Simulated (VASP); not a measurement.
VASP input:

POSCAR:
```
Cs
1.0
 -3.0731853703   3.0731853703   3.0731853703
  3.0731853703  -3.0731853703   3.0731853703
  3.0731853703   3.0731853703  -3.0731853703
Cs
1
Cart
  0.0000000000   0.0000000000   0.0000000000
```

### KPOINTS
```
kpoints
0
Gamma
8 8 8
0 0 0
```

### INCAR
```
ALGO = Normal
EDIFF = 1E-7
EDIFFG = -0.01
ENCUT = 480
GGA = PE
IBRION = 2
ISIF = 3
ISMEAR = 1
LASPH = T
LCHARG = F
LMAXMIX = 4
LREAL = F
LWAVE = F
NELM = 100
NSW = 40
PREC = Accurate
PSTRESS = 10
SIGMA = 0.1
SYSTEM = Cs
```

POTCAR, in this order: Cs_sv (PBE.64 set). Program: vasp_std.

Translate this PBE calculation to Quantum ESPRESSO's pw.x.

One equivalent input (not run):
```
&CONTROL
  calculation = 'vc-relax'
  pseudo_dir = './pseudo'
  outdir = './out'
  tprnfor = .true.
  tstress = .true.
  nstep = 40
  forc_conv_thr = 0.00039
/
&SYSTEM
  ibrav = 0
  nat = 1
  ntyp = 1
  ecutwfc = 50
  occupations = 'smearing'
  smearing = 'methfessel-paxton'
  degauss = 0.00735
  input_dft = 'pbe'
/
&ELECTRONS
  conv_thr = 7.3e-09
  electron_maxstep = 100
/
&IONS
/
&CELL
  press = 10
/
ATOMIC_SPECIES
  Cs 132.905 Cs.upf
CELL_PARAMETERS angstrom
    -3.0731854    3.0731854    3.0731854
     3.0731854   -3.0731854    3.0731854
     3.0731854    3.0731854   -3.0731854
ATOMIC_POSITIONS crystal
  Cs   0.0000000  0.0000000  0.0000000
K_POINTS automatic
  8 8 8 0 0 0
```
Limits of the translation: the potentials are each code's own (VASP's PAW set, PseudoDojo norm-conserving files in pw.x), so ENCUT and ecutwfc are chosen apart and not converted; conv_thr bounds pw.x's estimated SCF error, while EDIFF bounds the energy change between steps; forc_conv_thr acts on force components and is met together with etot_conv_thr.

The compound is Cs in the bcc structure. This run relaxes it under an external pressure of 1 GPa. Symmetry was kept, so distortions that lower it aren't found.
